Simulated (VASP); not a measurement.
Set up this calculation in VASP 6.6.1, as the native input.

```
Task                   : single point
Functional             : PBE
Potentials or basis    : VASP PAW PBE potentials, release 64 (Cu, B)
Cutoff                 : 520 eV
k mesh                 : 7 × 7 × 7
Occupations            : fermi-dirac, width 0.05 eV
Spin                   : no spin polarisation
Further INCAR settings : ALGO = Normal; EDIFF = 1e-07; NBANDS = 30
```

The structure of CuB lies in POSCAR:

```
CuB
1.0
    4.0608500000      0.0000000000      0.0000000000
    0.0000000000      4.0608500000      0.0000000000
    0.0000000000      0.0000000000      4.0608500000
Cu B
3 3
Direct
    0.5000000000      0.0000000000      0.0000000000
    0.0000000000      0.5000000000      0.0000000000
    0.0000000000      0.0000000000      0.5000000000
    0.0000000000      0.5000000000      0.5000000000
    0.5000000000      0.0000000000      0.5000000000
    0.5000000000      0.5000000000      0.0000000000
```

The cell was built by a generator and needn't be a form met in nature.

The input as run:

INCAR

```
SYSTEM = CuB
PREC = Accurate ; ENCUT = 520
EDIFF = 1E-7 ; ISMEAR = -1
SIGMA = 0.05 ; LREAL = .False.
LASPH = .True. ; NELM = 80
ALGO = Normal ; ISIF = 2
LWAVE = .False. ; LCHARG = .False.
GGA = PE ; NBANDS = 30
```

KPOINTS

```
regular mesh
0
Gamma
  7 7 7
  0 0 0
```

Potentials or basis: VASP PAW PBE potentials, release 64 (Cu, B).

Command:

```console
$ cat potpaw_PBE.64/Cu/POTCAR potpaw_PBE.64/B/POTCAR > POTCAR
$ mpirun -np 1 vasp_std > vasp.out
```

Results of the run:

The pressure is 0.2 GPa. The band gap on the k mesh is none (metal or under the smearing width).

Run time: 20 s on 1 thread of Intel(R) Xeon(R) 6975P-C (Granite Rapids), with other jobs on the host, peak memory 0.18 GiB.
